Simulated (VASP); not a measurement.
Crystal: Sb.

```
CELL_PARAMETERS angstrom
2.15420 1.24373 3.75800
-2.15420 1.24373 3.75800
0.00000 -2.48746 3.75800
ATOMIC_POSITIONS crystal
Sb 0.23349 0.23349 0.23349
Sb 0.76651 0.76651 0.76651
```

| Quantity | Value |
| --- | --- |
| Program | VASP 6.6.1 |
| Task | relaxation of cell and atoms |
| Functional | PBE |
| Potentials or basis | VASP PAW PBE potentials, release 64 (Sb) |
| Cutoff | 520 eV |
| k mesh | 9 × 9 × 9 |
| Occupations | gaussian, width 0.02 eV |
| Spin | no spin polarisation |

At the start: pressure 2.8 GPa; volume 30.21 Å³/atom.

**Question.** Where does the relaxation end?

**Answer.** Over 9 steps the energy falls by 13.0 meV/atom and the volume is 31.82 Å³/atom (+5.4 %); space group R-3m (No. 166, to 0.05 Å).

Step by step:
| step | energy change (eV) | largest force (eV/Å) | pressure (GPa) | volume (Å³) |
| --- | --- | --- | --- | --- |
| 1 | 0.0000 | 0.2155 | 2.85 | 60.41 |
| 2 | -0.0138 | 0.2393 | -1.58 | 65.23 |
| 3 | -0.0252 | 0.0681 | 0.05 | 63.21 |
| 4 | -0.0256 | 0.0466 | 0.03 | 63.31 |
| 5 | -0.0259 | 0.0094 | 0.01 | 63.48 |
| 6 | -0.0259 | 0.0003 | 0.01 | 63.52 |
| 7 | -0.0260 | 0.0001 | 0.00 | 63.57 |
| 8 | -0.0261 | 0.0003 | 0.00 | 63.63 |
| 9 | -0.0261 | 0.0003 | 0.00 | 63.65 |

Final structure:
```
Sb
1.0
     2.19016    1.26449    3.83029
    -2.19016    1.26449    3.83029
     0.00000   -2.52898    3.83029
Sb
2
Cartesian
  0.0000 0.0000 2.6778
  0.0000 0.0000 8.8131
```
